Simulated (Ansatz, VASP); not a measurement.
One calculation of PC3, two programs

```
P C
1.0
     0.00000    0.00000   -2.71729
     1.97277   -3.41693    0.00000
    -5.91830   -3.41693    0.00000
P C
2 6
Direct
  0.00000 0.50000 0.83333
  0.00000 0.00000 0.33333
  0.50000 0.18487 0.93838
  0.50000 0.68487 0.43838
  0.50000 0.81513 0.93838
  0.50000 0.31513 0.43838
  0.50000 0.50000 0.62325
  0.50000 0.00000 0.12325
```

Alike in both runs: task single point; functional PBE; k mesh 8 × 6 × 4; occupations gaussian, width 0.2 eV; no spin polarisation.

```csv
,VASP,Ansatz
version,VASP 6.6.1,Ansatz 0.2.0
potentials or method,"VASP PAW PBE potentials, release 64 (P, C)","scalar-relativistic, plane waves, PAW"
plane-wave cutoff (eV),520,420
valence electrons in the cell,34,34
```

|  | VASP | Ansatz | Ansatz less VASP |
| --- | --- | --- | --- |
| gap on the k mesh at the Fermi level (eV) | none | none | - |
| pressure (GPa) | -0.3 | -0.4 | -0.11 |
| largest component of the traceless stress (GPa) | 1.82 | 1.32 | -0.496 |
| rms of the force components (eV/Å) | 0.163 | 0.098 | -0.0642 |

Atom by atom the forces differ by 0.065 eV/Å (rms over components). A gap of «none» marks a metal or a gap that the smearing closes.
